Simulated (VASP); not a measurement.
Method: PBE GGA with D4 dispersion, VASP's PBE PAW potentials (set 64) (plane waves; VASP).

VASP ran on this input.

KPOINTS:
```
Automatic mesh
0
gamma
  13 13 7
```

INCAR:
```
! general
SYSTEM  = Sc
PREC    = Accurate
ENCUT   = 520
LREAL   = .False.
LASPH   = .True.

! electronic loop
EDIFF   = 1E-7
NELM    = 100
ALGO    = Normal
LMAXMIX = 4

! smearing
ISMEAR  = 1
SIGMA   = 0.1

! functional
GGA     = PE
IVDW    = 13

! ions
IBRION  = 2
NSW     = 30
ISIF    = 4
EDIFFG  = -0.01

! output
LWAVE   = .False.
LCHARG  = .False.
```

**POSCAR**
```
Sc
1
    1.6600174819    -2.8752345346     0.0000000000
    1.6600174819     2.8752345346     0.0000000000
    0.0000000000     0.0000000000     5.1562439417
Sc
2
Direct
  0.3333330000   0.6666670000   0.2500000000
  0.6666670000   0.3333330000   0.7500000000
```

POTCAR, in this order: Sc_sv (PBE.64 set). Program: vasp_std.

Output

OSZICAR:
```
       N       E                     dE             d eps       ncg     rms          rms(c)
DAV:   1     0.391097576235E+03    0.39110E+03   -0.11077E+04  2520   0.156E+03
DAV:   2     0.939994150447E+01   -0.38170E+03   -0.37602E+03  3544   0.672E+02
DAV:   3    -0.134405743595E+02   -0.22841E+02   -0.22147E+02  4131   0.190E+02
DAV:   4    -0.138751733654E+02   -0.43460E+00   -0.41743E+00  3784   0.243E+01
DAV:   5    -0.138839156580E+02   -0.87423E-02   -0.87214E-02  4191   0.324E+00    0.761E+00
DAV:   6    -0.126635636593E+02    0.12204E+01   -0.28639E+00  3157   0.221E+01    0.227E+00
DAV:   7    -0.125086016173E+02    0.15496E+00   -0.69594E-01  3276   0.995E+00    0.866E-01
DAV:   8    -0.124986159869E+02    0.99856E-02   -0.28528E-02  3507   0.254E+00    0.241E-01
DAV:   9    -0.124972003941E+02    0.14156E-02   -0.80212E-03  3255   0.110E+00    0.212E-02
DAV:  10    -0.124972168709E+02   -0.16477E-04   -0.13438E-04  4319   0.181E-01    0.751E-03
DAV:  11    -0.124972128842E+02    0.39868E-05   -0.24654E-06  4060   0.237E-02    0.224E-03
DAV:  12    -0.124972144011E+02   -0.15170E-05   -0.51494E-07  2919   0.923E-03    0.951E-04
DAV:  13    -0.124972139030E+02    0.49808E-06   -0.27736E-08  2016   0.312E-03    0.111E-04
DAV:  14    -0.124972138973E+02    0.57416E-08   -0.78397E-09  1967   0.241E-03
   1 F= -.13030821E+02 E0= -.13030266E+02  d E =-.130308E+02
```

OUTCAR:
```
------------------------ aborting loop because EDIFF is reached ----------------------------------------
  Edisp (eV):   -0.53361
  FORCE on cell =-STRESS in cart. coord.  units (eV):
  Direction    XX          YY          ZZ          XY          YZ          ZX
  --------------------------------------------------------------------------------------
  Total      -0.49031    -0.49031    -0.51654     0.00000    -0.00000    -0.00000
  in kB     -15.95989   -15.95989   -16.81376     0.00000    -0.00000    -0.00000
  external pressure =      -16.24 kB  Pullay stress =        0.00 kB
  volume of cell :       49.22
      direct lattice vectors                 reciprocal lattice vectors
     1.660017482 -2.875234535  0.000000000     0.301201647 -0.173898857  0.000000000
     1.660017482  2.875234535  0.000000000     0.301201647  0.173898857  0.000000000
     0.000000000  0.000000000  5.156243942     0.000000000  0.000000000  0.193939622
 POSITION                                       TOTAL-FORCE (eV/Angst)
 -----------------------------------------------------------------------------------
      1.66002      0.95841      1.28906        -0.000000     -0.000000      0.000000
      1.66002     -0.95841      3.86718         0.000000      0.000000      0.000000
 -----------------------------------------------------------------------------------
    total drift:                                0.000123      0.000692     -0.000015
  FREE ENERGIE OF THE ION-ELECTRON SYSTEM (eV)
  ---------------------------------------------------
  free  energy   TOTEN  =       -13.0308207230 eV

  energy  without entropy=      -13.0291556662  energy(sigma->0) =      -13.03026570

 reached required accuracy - stopping structural energy minimisation
```
(Selected blocks of OUTCAR.)

OUTCAR:
```
 val. band max:        3.6896427573   @ k =   0.1538   0.0769   0.1429

 cond. band min:       3.7041473399   @ k =   0.3846   0.0769   0.4286


 Fermi energy:         3.6944497717

 k-point     1 :       0.0000    0.0000    0.0000
  band No.  band energies     occupation
      1     -45.7282      2.00000
      2     -45.6560      2.00000
      3     -24.5573      2.00000
      4     -24.2184      2.00000
      5     -24.2184      2.00000
      6     -24.1506      2.00000
      7     -24.1506      2.00000
      8     -24.1175      2.00000
      9      -1.4429      2.00000
     10       2.0568      2.00000
     11       4.3249     -0.00000
     12       5.2754     -0.00000
     13       5.2754     -0.00000
     14       5.5551     -0.00000
     15       5.7295      0.00000

 k-point     2 :       0.0769    0.0000    0.0000
  band No.  band energies     occupation
      1     -45.7254      2.00000
      2     -45.6551      2.00000
      3     -24.5496      2.00000
      4     -24.2330      2.00000
      5     -24.2236      2.00000
      6     -24.1660      2.00000
      7     -24.1524      2.00000
      8     -24.1212      2.00000
      9      -1.3143      2.00000
     10       2.1631      2.00000
     11       4.2073     -0.00000
     12       5.0464     -0.00000
     13       5.3686     -0.00000
     14       5.6419     -0.00000
     15       5.7259      0.00000

 k-point     3 :       0.1538    0.0000    0.0000
  band No.  band energies     occupation
      1     -45.7176      2.00000
      2     -45.6528      2.00000
      3     -24.5272      2.00000
      4     -24.2735      2.00000
      5     -24.2374      2.00000
      6     -24.2079      2.00000
      7     -24.1578      2.00000
      8     -24.1324      2.00000
      9      -0.9387      2.00000
     10       2.4523      2.00000
     11       3.9282     -0.00465
     12       4.6470     -0.00000
     13       5.4398     -0.00000
     14       5.6423     -0.00000
     15       5.7001      0.00000
...
```

The compound is Sc in the hcp structure. This cell is one point of a volume scan, at 1.03 of the reference volume.
